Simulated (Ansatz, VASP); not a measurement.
LaMg6Ti in VASP and in Ansatz

```xyz
8
Lattice="5.1690 0.0000 0.0000 0.0000 3.3144 5.7225 0.0000 -3.3144 5.7225" Properties=species:S:1:pos:R:3 pbc="T T T"
La    2.5845    0.0000    7.6671
Ti    0.0000    0.0000    9.5853
Mg    2.5845    0.0000    1.8764
Mg    2.5845    1.7333    4.7671
Mg    2.5845   -1.7333    4.7671
Mg    0.0000    0.0000    3.8280
Mg    0.0000    1.7118    6.6444
Mg    0.0000   -1.7118    6.6444
```

The cell comes from a database or a generator and needn't be the stable form of this composition.

Alike in both runs: task single point; functional PBE; k mesh 5 × 5 × 5; occupations gaussian, width 0.1 eV; no spin polarisation.

```csv
,VASP,Ansatz
version,VASP 6.6.1,Ansatz 0.2.0
potentials or method,"VASP PAW PBE potentials, release 64 (La_GW, Ti_sv_GW, Mg_GW)",Ansatz PAW
plane-wave cutoff (eV),550,420
valence electrons in the cell,35,83
```

Ansatz gave:

- gap on the k mesh at the Fermi level (eV): none
- pressure (GPa): -0.4
- largest component of the traceless stress (GPa): 0.10
- rms of the force components (eV/Å): 0.066

**Question.** Estimate VASP's values.

**Answer.** gap on the k mesh at the Fermi level (eV): none; pressure (GPa): -0.6; largest component of the traceless stress (GPa): 0.10; rms of the force components (eV/Å): 0.065.

Atom by atom the forces differ by 0.001 eV/Å (rms over components). A gap of «none» marks a metal or a gap that the smearing closes. With one functional, cell and mesh, what is left measures potentials, basis and numerics. The two sets of potentials don't hold the same shells in valence.

Spin-orbit coupling is left out, which matters for the levels of La.
